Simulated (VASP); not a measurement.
# YPt3F2 (P6/mmm) in VASP: further runs

One crystal, YPt3F2, is run at these levels: PBE; tasks: single point.

Everything below comes from runs of VASP 6.6.1. Logs are shortened: lines on timing, memory, paths and dates and some standing lists are left out, and cuts for length are marked.

**1. The cell of the first run**

Symmetry: P6/mmm, No. 191, hexagonal system. Conventional cell: a = 4.890 Å, b = 4.890 Å, c = 5.532 Å, α = 90.00°, β = 90.00°, γ = 120.00°. Y (site symmetry 6/mmm) is surrounded by 6 F at 2.82 Å. Around Pt (site symmetry mmm) lie 4 Pt at 2.45 Å. F (site symmetry -6m2) has 3 F at 2.82 Å and 3 Y at 2.82 Å and 6 Pt at 3.11 Å as nearest neighbours.

The cell was built by a generator and needn't be a form met in nature.

**2. Single point, PBE, collinear spin, typed start (species swapped into the DyB2Ru3 type (P6/mmm, No. 191))**

INCAR

```
ALGO     = Normal         # electronic algorithm
EDIFF    = 1E-7           # SCF threshold, eV
ENCUT    = 520            # plane-wave cutoff, eV
GGA      = PE             # functional
ISIF     = 2              # what is computed and relaxed
ISMEAR   = 0              # smearing method
ISPIN    = 2              # spin polarisation
LASPH    = T              # aspherical terms in the spheres
LCHARG   = T              # write CHGCAR
LELF     = T              # ELF
LMAXMIX  = 4              # l up to which the mixer works
LORBIT   = 11             # projections on sites
LREAL    = F              # projectors in reciprocal space
LVHAR    = T            
LWAVE    = F              # write WAVECAR
MAGMOM   = 0 1 1 1 0 0    # initial moments
NBANDS   = 40             # bands
NELM     = 150            # most SCF steps
PREC     = Accurate       # precision mode
SIGMA    = 0.1            # smearing width, eV
```

KPOINTS

```
k-points
0
Gamma
  6 6 4
```

POSCAR

```
YPt3F2
1.0
    4.8901678247      0.0000000000      0.0000000000
   -2.4450839124      4.2350095650      0.0000000000
    0.0000000000      0.0000000000      5.5315673415
Y Pt F
1 3 2
Direct
    0.0000000000      0.0000000000      0.0000000000
    0.5000000000      0.0000000000      0.5000000000
    0.5000000000      0.5000000000      0.5000000000
    0.0000000000      0.5000000000      0.5000000000
    0.3333333333      0.6666666667      0.0000000000
    0.6666666667      0.3333333333      0.0000000000
```

Potentials or basis: VASP PAW PBE potentials, release 64 (Y_sv, Pt, F).

The run is started by

```bash
cat potpaw_PBE.64/Y_sv/POTCAR potpaw_PBE.64/Pt/POTCAR potpaw_PBE.64/F/POTCAR > POTCAR
mpirun -np 1 vasp_std > vasp.out
```

OUTCAR:

```text
EDIFF = 1E-7
   ENCUT = 520
   GGA = PE
   ISIF = 2
   ISMEAR = 0
   ISPIN = 2
   LASPH = T
   LORBIT = 11
   LREAL = F
   NELM = 150
   PREC = Accurate

 ion  position               nearest neighbor table
   1  0.000  0.000  0.000-   5 2.82   6 2.82   6 2.82   5 2.82   6 2.82   5 2.82   2 3.69   2 3.69
                             2 3.69   2 3.69   3 3.69   3 3.69   3 3.69   3 3.69   4 3.69   4 3.69
   2  0.500  0.000  0.500-   4 2.45   4 2.45   3 2.45   3 2.45   1 3.69   1 3.69   1 3.69   1 3.69

   3  0.500  0.500  0.500-   4 2.45   4 2.45   2 2.45   2 2.45   1 3.69   1 3.69   1 3.69   1 3.69

   4  0.000  0.500  0.500-   3 2.45   3 2.45   2 2.45   2 2.45   1 3.69   1 3.69   1 3.69   1 3.69

   5  0.333  0.667  0.000-   1 2.82   1 2.82   1 2.82
   6  0.667  0.333  0.000-   1 2.82   1 2.82   1 2.82

  LATTYP: Found a hexagonal cell.
 ALAT       =     4.8901678247
 C/A-ratio  =     1.1311610439

  Lattice vectors:

 A1 = (   4.8901678247,   0.0000000000,   0.0000000000)
 A2 = (  -2.4450839124,   4.2350095650,   0.0000000000)
 A3 = (   0.0000000000,   0.0000000000,   5.5315673415)

Analysis of symmetry for initial positions (statically):
=====================================================================
 Subroutine PRICEL returns:
 Original cell was already a primitive cell.

 Routine SETGRP: Setting up the symmetry group for a
 hexagonal supercell.

 Subroutine GETGRP returns: Found 24 space group operations
 (whereof 24 operations were pure point group operations)
 out of a pool of 24 trial point group operations.

The static configuration has the point symmetry D_6h.

Analysis of symmetry for dynamics (positions and initial velocities):
=====================================================================
 Subroutine PRICEL returns:
 Original cell was already a primitive cell.

 Routine SETGRP: Setting up the symmetry group for a
 hexagonal supercell.

 Subroutine GETGRP returns: Found 24 space group operations
 (whereof 24 operations were pure point group operations)
 out of a pool of 24 trial point group operations.

The dynamic configuration has the point symmetry D_6h.

Analysis of structural, dynamic, and magnetic symmetry:
=====================================================================
 Subroutine PRICEL returns:
 Original cell was already a primitive cell.

 Routine SETGRP: Setting up the symmetry group for a
 hexagonal supercell.

 Subroutine GETGRP returns: Found 24 space group operations
 (whereof 24 operations were pure point group operations)
 out of a pool of 24 trial point group operations.

The overall configuration has the point symmetry D_6h.

 Subroutine INISYM returns: Found 24 space group operations
 (whereof 24 operations are pure point group operations),
 and found     1 'primitive' translations

----------------------------------------------------------------------------------------

                                     Primitive cell

  volume of cell :     114.5582

  direct lattice vectors                    reciprocal lattice vectors
     4.890167825  0.000000000  0.000000000     0.204491959  0.118063488  0.000000000
    -2.445083912  4.235009565  0.000000000     0.000000000  0.236126976  0.000000000
     0.000000000  0.000000000  5.531567341     0.000000000  0.000000000  0.180780589

  length of vectors
     4.890167825  4.890167825  5.531567341     0.236126976  0.236126976  0.180780589

  position of ions in fractional coordinates (direct lattice)
     0.000000000  0.000000000  0.000000000
     0.500000000  0.000000000  0.500000000
     0.500000000  0.500000000  0.500000000
     0.000000000  0.500000000  0.500000000
     0.333333333  0.666666667  0.000000000
     0.666666667  0.333333333  0.000000000

  ion indices of the primitive-cell ions
   primitive index   ion index
                 1           1
                 2           2
                 3           3
                 4           4
                 5           5
                 6           6

[... 49 lines left out ...]
   k-points           NKPTS =     21   k-points in BZ     NKDIM =     21   number of bands    NBANDS=     40
   number of dos      NEDOS =    301   number of ions     NIONS =      6
   total plane-waves  NPLWV =  54432
   dimension x,y,z NGX =    36 NGY =   36 NGZ =   42
   dimension x,y,z NGXF=    72 NGYF=   72 NGZF=   84
   ions per type =               1   3   2
   NGX,Y,Z   is equivalent  to a cutoff of  12.24, 12.24, 12.62 a.u.
   NGXF,Y,Z  is equivalent  to a cutoff of  24.48, 24.48, 25.25 a.u.
 SYSTEM =  unknown system
   PREC   = accura    normal or accurate (medium, high low for compatibility)
   ISTART =      0    job   : 0-new  1-cont  2-samecut
   ICHARG =      2    charge: 1-file 2-atom 10-const
   ISPIN  =      2    spin polarized calculation?
   LNONCOLLINEAR =      F non collinear calculations
   LSORBIT =      F    spin-orbit coupling
   LASPH  =      T    aspherical Exc in radial PAW
   ENCUT  =  520.0 eV  38.22 Ry    6.18 a.u.   9.09  9.09 10.29*2*pi/ulx,y,z
   NELM   =    150;   NELMIN=  2; NELMDL= -5     # of ELM steps
   EDIFF  = 0.1E-06   stopping-criterion for ELM
   LREAL  =      F    real-space projection
   EDIFFG = 0.1E-05   stopping-criterion for IOM
   NSW    =      0    number of steps for IOM
   IBRION =     -1    ionic relax: 0-MD 1-quasi-New 2-CG
   NFREE  =      0    steps in history (QN), initial steepest desc. (CG)
   ISIF   =      2    stress and relaxation
   ISYM   =      2    0-nonsym 1-usesym 2-fastsym
   POTIM  = 0.5000    time-step for ionic-motion
   TEBEG  =    0.0;   TEEND  =   0.0 temperature during run
   PSTRESS=    0.0 pullay stress
   NELECT =      55.0000    total number of electrons
   NUPDOWN=      -1.0000    fix difference up-down
   EMIN   =  10.00;   EMAX   =-10.00  energy-range for DOS
   EFERMI =   0.00;   METHOD = LEGACY
   ISMEAR =     0;   SIGMA  =   0.10  broadening in eV -4-tet -1-fermi 0-gaus
   EFERMI_NEDOS =   21; number of points for ismear=-14 and -15
   IALGO  =     38    algorithm
   IMIX   =      4    mixing-type and parameters
     AMIX     =   0.40;   BMIX     =  1.00
     AMIX_MAG =   1.60;   BMIX_MAG =  1.00
  volume/ion in A,a.u.               =      19.09       128.85
  Fermi-wavevector in a.u.,A,eV,Ry     =   1.281898  2.422437 22.357957  1.643264
  Thomas-Fermi vector in A             =   2.414241
   LORBIT       =     11    0 simple, 1 ext, 2 COOP (PROOUT), +10 PAW based schemes
   GGA     = PE    functional components
   LHFCALC =     F    Hartree Fock is set to
   AEXX    =    0.0000 exact exchange contribution
   IVDW    =     0    specifies the selected vdW correction
   LEPSILON=     F    determine dielectric tensor
   LRPA    =     F    only Hartree local field effects (RPA)
 spin polarized calculation
 Gauss-broadening in eV      SIGMA  =   0.10
  energy-cutoff  :      520.00
  volume of cell :      114.56
 maximum number of plane-waves:      3106
   NGX = 19   NGY = 19   NGZ = 21

 number of electron      55.0000023 magnetization       0.3005342

 Free energy of the ion-electron system (eV)
  ---------------------------------------------------
  ext. energy  EPLUGINS =         0.00000000
  ---------------------------------------------------
  free energy    TOTEN  =       -33.22369740 eV

  energy without entropy =      -33.18705863  energy(sigma->0) =      -33.20537802

 E-fermi :   4.1918     XC(G=0): -10.4813

 val. band max:        4.1835906793   @ k =   0.1667   0.1667   0.5000
 cond. band min:       4.1968811350   @ k =   0.3333   0.0000   0.2500
 fundamental gap:      0.0132904558
 Fermi energy:         4.1917556795

 spin component 1

 k-point     1 :       0.0000    0.0000    0.0000
  band No.  band energies     occupation
      1     -40.1357      1.00000
      2     -19.9754      1.00000
      3     -19.8492      1.00000
      4     -19.8492      1.00000
      5     -17.3485      1.00000
      6     -16.9846      1.00000
[... 871 lines left out ...]
     38       9.9571      0.00000
     39      13.4315      0.00000
 Fermi energy:         4.1917556795

 spin component 2

 k-point     1 :       0.0000    0.0000    0.0000
  band No.  band energies     occupation
      1     -40.1371      1.00000
      2     -19.9782      1.00000
      3     -19.8504      1.00000
      4     -19.8504      1.00000
      5     -17.3482      1.00000
      6     -16.9842      1.00000
[... 871 lines left out ...]
     38       9.9716      0.00000
     39      13.4487      0.00000
 [bands above 39 left out]

------------------------ aborting loop because EDIFF is reached ----------------------------------------

  FORCE on cell =-STRESS in cart. coord.  units (eV):
  Direction    XX          YY          ZZ          XY          YZ          ZX
  --------------------------------------------------------------------------------------
  -------------------------------------------------------------------------------------
  Total       -0.3944316     -0.3944316     -0.1392875      0.0000000     -0.0000000     -0.0000000
  in kB       -5.5164020     -5.5164020     -1.9480339      0.0000000     -0.0000000     -0.0000000
  external PRESSURE =      -4.3269459 kB  Pullay stress =       0.0000000 kB

 VOLUME and BASIS-vectors are now :
 -----------------------------------------------------------------------------
  energy-cutoff  :      520.00
  volume of cell :      114.56
      direct lattice vectors                 reciprocal lattice vectors
     4.890167825  0.000000000  0.000000000     0.204491959  0.118063488  0.000000000
    -2.445083912  4.235009565  0.000000000     0.000000000  0.236126976  0.000000000
     0.000000000  0.000000000  5.531567341     0.000000000  0.000000000  0.180780589

 POSITION                                       TOTAL-FORCE (eV/Angst)
 -----------------------------------------------------------------------------------
      0.00000      0.00000      0.00000         0.000000      0.000000      0.000000
      2.44508      0.00000      2.76578         0.000000      0.000000      0.000000
      1.22254      2.11750      2.76578         0.000000      0.000000      0.000000
     -1.22254      2.11750      2.76578         0.000000      0.000000      0.000000
     -0.00000      2.82334      0.00000        -0.000000      0.000000     -0.000000
      2.44508      1.41167      0.00000         0.000000      0.000000      0.000000
 -----------------------------------------------------------------------------------
    total drift:                               -0.000000      0.000000      0.000000

  FREE ENERGIE OF THE ION-ELECTRON SYSTEM (eV)
  ---------------------------------------------------
  free  energy   TOTEN  =       -33.2236974050 eV

  energy  without entropy=      -33.1870586343  energy(sigma->0) =      -33.20537802

 total charge

# of ion       s       p       d       f       tot
--------------------------------------------------
    1        2.094   6.053   0.443   0.024   8.614
    2        0.834   0.501   8.062   0.000   9.396
    3        0.834   0.501   8.062   0.000   9.396
    4        0.834   0.501   8.062   0.000   9.396
    5        1.742   4.275   0.000   0.000   6.017
    6        1.742   4.275   0.000   0.000   6.017
--------------------------------------------------
tot          8.079  16.107  24.628   0.024  48.837

 magnetization (x)

# of ion       s       p       d       f       tot
--------------------------------------------------
    1       -0.001  -0.001  -0.002  -0.000  -0.003
    2        0.002   0.002   0.096   0.000   0.100
    3        0.002   0.002   0.096   0.000   0.100
    4        0.002   0.002   0.096   0.000   0.100
    5       -0.000   0.000   0.000   0.000   0.000
    6       -0.000   0.000   0.000   0.000   0.000
--------------------------------------------------
tot          0.005   0.006   0.287  -0.000   0.298
```

Wall time 4.4 min (1 thread of Intel Xeon Platinum 8488C (Sapphire Rapids), shared host); peak memory 0.37 GiB.

What came out:

```yaml
Free_energy: -33.2237 eV
Pressure: -0.4 GPa
Band_gap_on_the_k_mesh: none (metal or under the smearing width)
Net_moment: 0.30 μB per cell
Site_moments: Y -0.00; Pt +0.10; F +0.00 μB
Valence_electrons_inside_the_program's_atomic_spheres: Y 8.61; Pt 9.40; F 6.02
```

Stress tensor (GPa, compression positive):
```
-0.55  0.00  0.00
 0.00 -0.55  0.00
 0.00  0.00 -0.19
```

(Part 1 of 2 ends here.)
